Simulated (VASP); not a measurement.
Computed with PBEsol GGA, VASP's PBE PAW potentials (set 64) (plane waves; VASP).

A VASP calculation is set up with these files.

POSCAR:
```
CeO2
1
    0.0000000000     2.6986538632     2.6986538632
    2.6446807859     0.0000000000     2.6986538632
    2.6446807859     2.6986538632     0.0000000000
Ce O
1 2
Direct
  0.0000000000   0.0000000000   0.0000000000
  0.2500000000   0.2500000000   0.2500000000
  0.7500000000   0.7500000000   0.7500000000
```

### INCAR
```
! general
SYSTEM  = CeO2
PREC    = Accurate
ENCUT   = 600
LREAL   = F
LASPH   = T

! electronic loop
EDIFF   = 1E-7
NELM    = 100
ALGO    = Normal
LMAXMIX = 6

! smearing
ISMEAR  = 0
SIGMA   = 0.05

! functional
GGA     = PS

! ions
ISIF    = 2

! output
LWAVE   = F
LCHARG  = F
```

**KPOINTS**
```
Automatic mesh
0
Gamma
8 8 8
0 0 0
```

POTCAR, in this order: Ce O (PBE.64 set). Program: vasp_std.

Question: What will the output report for the number of irreducible k-points (NKPTS), number of bands (NBANDS), largest plane-wave count, number of space-group operations, FFT grid (NGX, NGY, NGZ)?

Answer: 
```yaml
number of irreducible k-points (NKPTS): 59
number of bands (NBANDS): 16
largest_plane_wave_count: 1303
number_of_space_group_operations: 16
FFT grid (NGX, NGY, NGZ): 30 × 30 × 30
```

The compound is CeO2 in the fluorite structure. This cell was strained or had an atom moved on purpose. The run is not spin-polarised, so no magnetic state was tried.
